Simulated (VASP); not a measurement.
Consider the following.

```
Tl
1.0
    1.74737    -3.02653     0.00000
    1.74737     3.02653     0.00000
    0.00000     0.00000     5.59323
Tl
2
Direct
  0.33333   0.66667   0.25000
  0.66667   0.33333   0.75000
```

Level of theory: optB86b-vdW, VASP's PBE PAW potentials (set 64) (plane waves; VASP 6.6.1). Numerical set-up: 520 eV cut-off, 11×11×6 Γ-centred mesh, first-order Methfessel-Paxton smearing of 0.10 eV, potentials Tl_d.

Unless said otherwise, spin-orbit coupling is left out, though it shifts the bands of the heavy elements here.

Question: Estimate the energy per atom (σ→0), band gap (on the k-mesh) with the smallest direct gap where there is one.

Answer: 
- band gap (on the k-mesh): none (metal, semimetal or under 0.01 eV)
- energy per atom (σ→0): 0.770 eV/atom

The compound is Tl in the hcp structure. It was relaxed first. The start is the result of an earlier pass.
